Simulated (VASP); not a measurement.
An input for Ansatz (written as the equivalent of a VASP run, and not itself run):

Ansatz 0.2 input:
```yaml
crystal:
  lattice:
    - [1.7456548, 1.0078544, 4.0551080]
    - [-1.7456548, 1.0078544, 4.0551080]
    - [0.0000000, -2.0157088, 4.0551080]
  atoms:
    - { symbol: Ce, position: [0.9959856, 0.9959856, 0.9959856] }
    - { symbol: O, position: [0.7630937, 0.7630937, 0.7630937] }
    - { symbol: O, position: [0.5742207, 0.5742207, 0.5742207] }
kpoints:
  mp_grid: { grid: [7, 7, 7] }
hamiltonian:
  xc: r2scan
  pseudopotentials: { kind: paw }
scf:
  occupations: { method: gaussian, width: 0.05 }
  max_iter: 100
relax:
  max_steps: 60
  f_tol: 0.02
  cell: {}
output: { forces: true, stress: true, eigenvalues: true }
```

### Question
Write the VASP files for the same calculation (r2SCAN).

### Answer
One answer among several that fit: 
File KPOINTS:
```
Automatic mesh
0
Gamma
7 7 7
0 0 0
```

File POSCAR:
```
CeO2
1.0
  1.7456548458   1.0078544245   4.0551080097
 -1.7456548458   1.0078544245   4.0551080097
  0.0000000000  -2.0157088489   4.0551080097
Ce O
1 2
Cartesian
 -0.0000000000   0.0000000001  12.1164876764
 -0.0000000000   0.0000000001   9.2832817090
  0.0000000000   0.0000000001   6.9855811717
```

### INCAR
```
! general
SYSTEM  = CeO2
PREC    = Accurate
ENCUT   = 520
LREAL   = .False.   ! projection in real space or not
LASPH   = .True.   ! aspherical one-centre terms

! electronic loop
EDIFF   = 1E-6
NELM    = 100   ! most electronic steps
ALGO    = Normal   ! blocked Davidson
LMAXMIX = 6   ! l cut-off of mixed one-centre charges
LMIXTAU = .True.

! smearing
ISMEAR  = 0   ! Gaussian
SIGMA   = 0.05

! functional
METAGGA = R2SCAN

! ions
IBRION  = 2   ! conjugate gradients
NSW     = 60   ! most ionic steps
ISIF    = 3
EDIFFG  = -0.02

! output
LWAVE   = .False.
LCHARG  = .False.
```

POTCAR, in this order: Ce O (PBE.64 set). Program: vasp_std.

The two are equivalent in intent, not identical: each code has its own PAW files, so the cut-off isn't converted (ENCUT is set for VASP's; basis.ecutwfc is left out, and Ansatz then takes the one that its files recommend); Ansatz stops its SCF on the density residual and VASP on the energy change (EDIFF).

The structure was generated: CeO2 was put into the 3R-MoS2 type (R3m), which need not be its known phase. This run relaxes it. Symmetry was kept, so distortions that lower it aren't found. The start is the result of an earlier pass.
